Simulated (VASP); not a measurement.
Data:

```
La
1.0
    1.88681    -3.26805     0.00000
    1.88681     3.26805     0.00000
    0.00000     0.00000    12.06970
La
4
Direct
  0.00000   0.00000   0.50000
  0.00000   0.00000   0.00000
  0.33333   0.66667   0.25000
  0.66667   0.33333   0.75000
```

Computed with optB88-vdW, VASP's PBE PAW potentials (set 64) (plane waves; VASP). Settings: 520 eV cut-off, 9×9×3 Γ-centred mesh, first-order Methfessel-Paxton smearing of 0.10 eV, potentials La.

Problem. What does the run give for the energy per atom (σ→0), band gap (on the k-mesh) with the smallest direct gap where there is one?

Solution. 
| Quantity | Value |
|---|---|
| band gap (on the k-mesh) | none (metal, semimetal or under 0.01 eV) |
| energy per atom (σ→0) | -2.590 eV/atom |

The absolute energy has meaning only against runs of the same code, potentials and settings.

The compound is La in the dhcp structure. This cell is one point of a volume scan, at 1.03 of the reference volume.
